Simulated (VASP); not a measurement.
Calculation: PBE GGA, VASP's PBE PAW potentials (set 64) (plane waves; VASP).

Input for VASP

### INCAR
```
SYSTEM=WS2
PREC=Accurate; ENCUT=300; LREAL=.False.
LASPH=.True.
EDIFF=1E-6; NELM=100; ALGO=Normal
LMAXMIX=6
ISMEAR=0; SIGMA=0.01
GGA=PE
ISIF=2
LWAVE=.False.; LCHARG=.False.
```

File KPOINTS:
```
Automatic mesh
0
Gamma
3 3 1
0 0 0
```

File POSCAR:
```
WS2
25.956560
  0.1226749616   0.0000000000   0.0000000000
 -0.0613374808   0.1062396173   0.0000000000
  0.0000000000   0.0000000000   0.5000000000
W S
2 4
Cartesian
 -0.0000039256   0.0704338915   0.1244205000
  0.0613220851   0.0359974882   0.3752955000
  0.0002686582   0.0709504286   0.3159355000
  0.0615548608   0.0358616078   0.1846450000
  0.0613123324   0.0349728071   0.0644815000
 -0.0004415685   0.0705026286   0.4352220000
```

POTCAR, in this order: W_sv S (PBE.64 set). Program: vasp_std.

Output of the run:

OUTCAR:
```
 ion  position               nearest neighbor table
   1  0.331  0.663  0.249-   4 2.40   5 2.41   5 2.41   4 2.41   5 2.41   4 2.43
   2  0.669  0.339  0.751-   3 2.39   6 2.39   3 2.40   6 2.41   3 2.41   6 2.43
   3  0.336  0.668  0.632-   2 2.39   2 2.40   2 2.41
   4  0.671  0.338  0.369-   1 2.40   1 2.41   1 2.43
   5  0.664  0.329  0.129-   1 2.41   1 2.41   1 2.41
   6  0.328  0.664  0.870-   2 2.39   2 2.41   2 2.43
  LATTYP: Found a hexagonal cell.
 ALAT       =     3.1842200000
 C/A-ratio  =     4.0758113447
 Subroutine PRICEL returns:
 Original cell was already a primitive cell.
 Subroutine GETGRP returns: Found  1 space group operations
The static configuration has the point symmetry C_1 .
The dynamic configuration has the point symmetry C_1 .
 Subroutine INISYM returns: Found  1 space group operations
 Subroutine IBZKPT returns following result:
 Found      5 irreducible k-points:

 Following reciprocal coordinates:
            Coordinates               Weight
  0.000000  0.000000  0.000000      1.000000
  0.333333  0.000000  0.000000      2.000000
  0.000000  0.333333  0.000000      2.000000
 -0.333333  0.333333  0.000000      2.000000
  0.333333  0.333333  0.000000      2.000000
   k-points           NKPTS =      5   k-points in BZ     NKDIM =      5   number of bands    NBANDS=     31
   number of dos      NEDOS =    301   number of ions     NIONS =      6
   total plane-waves  NPLWV =  25920
   dimension x,y,z NGX =    18 NGY =   18 NGZ =   80
   dimension x,y,z NGXF=    36 NGYF=   36 NGZF=  160
   ions per type =               2   4
   PREC   = accura    normal or accurate (medium, high low for compatibility)
   ISTART =      0    job   : 0-new  1-cont  2-samecut
   ICHARG =      2    charge: 1-file 2-atom 10-const
   ISPIN  =      1    spin polarized calculation?
   LNONCOLLINEAR =      F non collinear calculations
   LSORBIT =      F    spin-orbit coupling
   INIWAV =      1    electr: 0-lowe 1-rand  2-diag
   ENCUT  =  300.0 eV  22.05 Ry    4.70 a.u.   4.50  4.50 18.33*2*pi/ulx,y,z
   NELM   =    100;   NELMIN=  2; NELMDL= -5     # of ELM steps
   EDIFF  = 0.1E-05   stopping-criterion for ELM
   LREAL  =      F    real-space projection
   NLSPLINE    = F    spline interpolate recip. space projectors
   LMAXMIX     =    6 max onsite mixed and CHGCAR
   VOSKOWN=      0    Vosko Wilk Nusair interpolation
   EDIFFG = 0.1E-04   stopping-criterion for IOM
   NSW    =      0    number of steps for IOM
   NBLOCK =      1;   KBLOCK =      1    inner block; outer block
   IBRION =     -1    ionic relax: 0-MD 1-quasi-New 2-CG
   NFREE  =      0    steps in history (QN), initial steepest desc. (CG)
   ISIF   =      2    stress and relaxation
   ISYM   =      2    0-nonsym 1-usesym 2-fastsym
   TEIN   =    0.0    initial temperature
   TEBEG  =    0.0;   TEEND  =   0.0 temperature during run
   SMASS  =  -3.00    Nose mass-parameter (am)
   PSTRESS=    0.0 pullay stress
   NELECT =      52.0000    total number of electrons
   EFERMI =   0.00;   METHOD = LEGACY
   ISMEAR =     0;   SIGMA  =   0.01  broadening in eV -4-tet -1-fermi 0-gaus
   IALGO  =     38    algorithm
   LDIAG  =      T    sub-space diagonalisation (order eigenvalues)
   IMIX   =      4    mixing-type and parameters
     AMIX     =   0.40;   BMIX     =  1.00
     AMIX_MAG =   1.60;   BMIX_MAG =  1.00
     AMIN     =   0.10
   GGA     = PE    functional components
   VOSKOWN =     0    Vosko Wilk Nusair interpolation
   LHFCALC =     F    Hartree Fock is set to
   LHFONE  =     F    Hartree Fock one center treatment
   AEXX    =    0.0000 exact exchange contribution
   IVDW    =     0    specifies the selected vdW correction
   LEPSILON=     F    determine dielectric tensor
   LRPA    =     F    only Hartree local field effects (RPA)
  energy-cutoff  :      300.00
...
```

**OSZICAR**
```
       N       E                     dE             d eps       ncg     rms          rms(c)
DAV:   1     0.399746242114E+03    0.39975E+03   -0.22302E+04   358   0.112E+03
DAV:   2    -0.249141621779E+02   -0.42466E+03   -0.41415E+03   370   0.355E+02
DAV:   3    -0.493028941648E+02   -0.24389E+02   -0.23710E+02   412   0.803E+01
DAV:   4    -0.498278723027E+02   -0.52498E+00   -0.52448E+00   374   0.126E+01
DAV:   5    -0.498445749778E+02   -0.16703E-01   -0.16698E-01   383   0.209E+00    0.377E+01
DAV:   6    -0.475874392834E+02    0.22571E+01   -0.14271E+01   354   0.214E+01    0.167E+01
DAV:   7    -0.473654034566E+02    0.22204E+00   -0.40948E+00   354   0.959E+00    0.697E+00
DAV:   8    -0.472039823263E+02    0.16142E+00   -0.77279E-01   414   0.509E+00    0.192E+00
DAV:   9    -0.472059950782E+02   -0.20128E-02   -0.50160E-02   393   0.122E+00    0.984E-01
DAV:  10    -0.472039158956E+02    0.20792E-02   -0.25581E-02   382   0.985E-01    0.295E-01
DAV:  11    -0.472037321558E+02    0.18374E-03   -0.19351E-03   383   0.261E-01    0.490E-02
DAV:  12    -0.472037488920E+02   -0.16736E-04   -0.33300E-04   406   0.919E-02    0.555E-02
DAV:  13    -0.472037705090E+02   -0.21617E-04   -0.68216E-05   375   0.507E-02    0.838E-03
DAV:  14    -0.472037760690E+02   -0.55601E-05   -0.72019E-06   326   0.160E-02    0.579E-03
DAV:  15    -0.472037766611E+02   -0.59209E-06   -0.81241E-07   261   0.549E-03
   1 F= -.47203777E+02 E0= -.47203777E+02  d E =-.512596E-94
```

OUTCAR:
```
------------------------ aborting loop because EDIFF is reached ----------------------------------------
  FORCE on cell =-STRESS in cart. coord.  units (eV):
  Direction    XX          YY          ZZ          XY          YZ          ZX
  --------------------------------------------------------------------------------------
  Total        1.3289274      0.9592938      1.7667687      0.0259142     -0.1841071      0.2070464
  in kB       18.6834903     13.4867837     24.8391337      0.3643293     -2.5883762      2.9108802
  external PRESSURE =      19.0031359 kB  Pullay stress =       0.0000000 kB
  volume of cell :      113.96
      direct lattice vectors                 reciprocal lattice vectors
     3.184220000  0.000000000  0.000000000     0.314048652  0.181316101  0.000000000
    -1.592110000  2.757615000  0.000000000     0.000000000  0.362632202  0.000000000
     0.000000000  0.000000000 12.978280000     0.000000000  0.000000000  0.077051813
 POSITION                                       TOTAL-FORCE (eV/Angst)
 -----------------------------------------------------------------------------------
     -0.00010      1.82822      3.22953         0.061707      0.237370      0.116954
      1.59171      0.93437      9.74138        -0.042877     -0.424154      0.232750
      0.00697      1.84163      8.20060        -0.079533      0.154190     -0.384560
      1.59775      0.93084      4.79275        -0.064572     -0.235482     -0.023801
      1.59146      0.90777      1.67372         0.002434     -0.000821     -0.080614
     -0.01146      1.83001     11.29687         0.122840      0.268898      0.139270
 -----------------------------------------------------------------------------------
    total drift:                                0.000039     -0.000030      0.000136
  FREE ENERGIE OF THE ION-ELECTRON SYSTEM (eV)
  ---------------------------------------------------
  free  energy   TOTEN  =       -47.2037766611 eV

  energy  without entropy=      -47.2037766611  energy(sigma->0) =      -47.20377666
```
(Selected blocks of OUTCAR.)

OUTCAR:
```
 val. band max:        6.5526434694   @ k =   0.0000   0.0000   0.0000

 cond. band min:       7.8095074063   @ k =   0.3333   0.3333   0.0000


 Fermi energy:         6.6974662943

 k-point     1 :       0.0000    0.0000    0.0000
  band No.  band energies     occupation
      1     -67.8814      2.00000
      2     -67.8769      2.00000
      3     -32.1950      2.00000
      4     -32.1931      2.00000
      5     -31.9658      2.00000
      6     -31.9639      2.00000
      7     -31.9620      2.00000
      8     -31.9610      2.00000
      9      -8.8554      2.00000
     10      -8.7318      2.00000
     11      -7.2356      2.00000
     12      -7.0159      2.00000
     13      -0.6866      2.00000
     14      -0.0467      2.00000
     15       3.0715      2.00000
     16       3.1082      2.00000
     17       3.1517      2.00000
     18       3.1813      2.00000
     19       3.2133      2.00000
     20       4.2253      2.00000
     21       4.3231      2.00000
     22       4.3925      2.00000
     23       4.4254      2.00000
     24       4.7976      2.00000
     25       5.6552      2.00000
     26       6.5526      2.00000
     27       8.8057      0.00000
     28       8.8525      0.00000
     29       8.9770      0.00000
     30       9.0075      0.00000
     31       9.0462      0.00000

 k-point     2 :       0.3333    0.0000    0.0000
  band No.  band energies     occupation
      1     -67.8689      2.00000
      2     -67.8643      2.00000
      3     -32.2188      2.00000
      4     -32.2130      2.00000
      5     -32.1483      2.00000
      6     -32.1471      2.00000
      7     -32.0239      2.00000
      8     -32.0203      2.00000
      9      -7.3697      2.00000
     10      -7.2664      2.00000
     11      -6.6787      2.00000
     12      -6.5575      2.00000
     13       0.0964      2.00000
     14       0.2931      2.00000
     15       1.2684      2.00000
     16       1.3490      2.00000
     17       1.5873      2.00000
...
```

At this cut-off the stress carries a Pulay error, which pulls relaxed volumes low.  Unless said otherwise, spin-orbit coupling is left out, though it shifts the bands of the heavy elements here.

The structure comes from a computed database's WS2 entry; how it stands against other phases isn't given here. The cell was not relaxed at this level, atoms are displaced from their ideal sites. The k-mesh is coarse (spacing up to 0.76 per Å, 2π included), so the numbers may not be converged in it. The run is one of a series of settings (KPOINTS 3×3×1 Γ-centred mesh against the base run), some of them coarse on purpose.
